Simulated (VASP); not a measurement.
```yaml
crystal:
  lattice:
    - [4.01859, 0.00000, 0.00000]
    - [-2.00930, 3.48020, 0.00000]
    - [0.00000, 0.00000, 4.90511]
  atoms:
    - { symbol: Y, position: [0.33333, 0.66667, 0.75000] }
    - { symbol: Y, position: [0.66667, 0.33333, 0.25000] }
    - { symbol: N, position: [0.33333, 0.66667, 0.25000] }
    - { symbol: N, position: [0.66667, 0.33333, 0.75000] }
```

Method: r2SCAN meta-GGA, VASP's PBE PAW potentials (set 64) (plane waves; VASP). Run with 520 eV cut-off, 7×7×5 Γ-centred mesh, tetrahedra with Blöchl corrections, potentials Y_sv N.

Problem. Estimate the energy per atom (σ→0), band gap (over mesh and band path) with the smallest direct gap where there is one.

Solution. 
```
Property                                                     Value
---------------------------------------------  -------------------
band gap (over mesh and band path)                         1.12 eV
smallest direct gap (over mesh and band path)              1.39 eV
energy per atom (σ→0)                          -1603.0 kJ/mol-atom
```

The structure comes from a computed database's YN entry (P6_3/mmc); how it stands against other phases isn't given here. It was relaxed first.
